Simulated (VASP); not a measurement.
**HgO (relaxed from the CsCl type structure, space group Pm-3m): computed properties**

Calculation: PBEsol GGA, VASP's PBE PAW potentials (set 64) (plane waves; VASP 6.6.1).

```
Item                                                                                                       Value
----------------------------------  ----------------------------------------------------------------------------
space group                                                                                          Pm-3m (221)
cell                                a = 2.9718 Å, b = 2.9718 Å, c = 2.9718 Å, α = 90.00°, β = 90.00°, γ = 90.00°
volume per atom                                                                                    13.12 Å³/atom
band gap (over mesh and band path)                                      none (metal, semimetal or under 0.01 eV)
density                                                                                              13.70 g/cm³
```

Space group Pm-3m (No. 221); a = b = c = 2.972 Å, α = β = γ = 90.00°

```tsv
atom	site	symmetry	x	y	z
Hg	1a	m-3m	0.0000	0.0000	0.0000
O	1b	m-3m	0.5000	0.5000	0.5000
```

Unless said otherwise, spin-orbit coupling is left out, though it shifts the bands of the heavy elements here.

The structure was generated: HgO was put into the CsCl type type (Pm-3m), which need not be its known phase. It was relaxed first, which changed the volume by +54 %. Symmetry was kept, so distortions that lower it aren't found.
